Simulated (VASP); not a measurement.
Si2W:

```xyz
3
Lattice="-1.6074 1.6074 3.9010 1.6074 -1.6074 3.9010 1.6074 1.6074 -3.9010" Properties=species:S:1:pos:R:3 pbc="T T T"
Si    0.0000    0.0000    2.6136
Si    0.0000    0.0000    5.1885
W     0.0000    0.0000    0.0000
```

The cell is a database's computed one.

- Program: VASP 6.6.1
- Task: relaxation of cell and atoms
- Functional: PBE
- Dispersion: D3(BJ)
- Potentials or basis: VASP PAW PBE potentials, release 64 (Si, W_sv)
- Cutoff: 600 eV
- k mesh: 18 × 18 × 18
- Occupations: gaussian, width 0.1 eV
- Spin: no spin polarisation

At the start: pressure -2.8 GPa; volume 13.44 Å³/atom.

How do energy, volume and symmetry change on relaxing?

Over 6 steps the energy falls by 2.2 meV/atom and the volume is 13.26 Å³/atom (-1.3 %); space group I4/mmm (No. 139, to 0.05 Å).

Step by step:
```tsv
step	energy change (eV)	largest force (eV/Å)	pressure (GPa)	volume (Å³)
1	0.0000	0.1118	-2.83	40.32
2	0.0069	0.0912	5.24	38.95
3	-0.0060	0.1037	0.31	39.75
4	-0.0065	0.0029	-0.16	39.80
5	-0.0066	0.0268	-0.03	39.78
6	-0.0067	0.0029	0.01	39.78
```

Final structure:
```xyz
3
Lattice="-1.5970 1.5970 3.8989 1.5970 -1.5970 3.8989 1.5970 1.5970 -3.8989" Properties=species:S:1:pos:R:3 pbc="T T T"
Si    1.5970    1.5970   -1.2937
Si    0.0000    0.0000    5.1926
W     0.0000    0.0000    7.7977
```

Caveat: pairwise dispersion overbinds metals, which lowers pressure and volume.
